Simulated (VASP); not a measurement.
BaLi2Mg2Si2: single point with PBE

Crystal: BaLi2Mg2Si2.

```
Ba Mg Li Si
1.0
     5.83312    1.94834   -0.30440
     0.20443    5.58518   -0.76865
     0.52843    0.40749    4.88708
Ba Mg Li Si
1 2 2 2
Direct
  0.07115 0.97211 0.83744
  0.10321 0.36770 0.34058
  0.35949 0.37545 0.79318
  0.58918 0.92686 0.98351
  0.38307 0.71195 0.32580
  0.68298 0.18408 0.36974
  0.69817 0.45349 0.95392
```

The cell was built by a generator and needn't be a form met in nature.

```yaml
Program: VASP 6.6.1
Task: single point
Functional: PBE
Potentials_or_basis: VASP PAW PBE potentials, release 64 (Ba_sv, Mg, Li_sv, Si)
Cutoff: 520 eV
k_mesh: 3 × 3 × 3
Occupations: fermi-dirac, width 0.1 eV
Spin: no spin polarisation
Dipole_correction: no
Further_INCAR_settings: ALGO = Normal; EDIFF = 1e-06; NBANDS = 23
```

```
Largest force          : 1.365 eV/Å
Band gap on the k mesh : none (metal or under the smearing width)
```

Forces on the atoms (eV/Å):
```
Ba  -0.099 -1.356 -0.115
Mg  -0.605  0.143 -0.278
Mg  -0.468 -0.236 -0.007
Li   0.123 -0.068  0.015
Li   0.414 -0.191  0.096
Si   0.347  0.827 -0.316
Si   0.289  0.883  0.605
```

Levels at points of the mesh, in eV from the Fermi level:
| k point | band 12 | band 13 | band 14 | band 15 | band 16 | band 17 |
| --- | --- | --- | --- | --- | --- | --- |
| (0.00, 0.00, 0.00) | -1.65 | -0.95 | -0.72 | 0.58 | 0.88 | 1.51 |

Run time: 59 s on 1 thread of Intel(R) Xeon(R) Platinum 8375C CPU @ 2.90GHz (Ice Lake) (shared host), peak memory 0.3 GiB.

Caveat: the k mesh is coarse (spacing up to 0.43 Å⁻¹), so the values aren't converged. Spin-orbit coupling is left out, which matters for the levels of Ba.
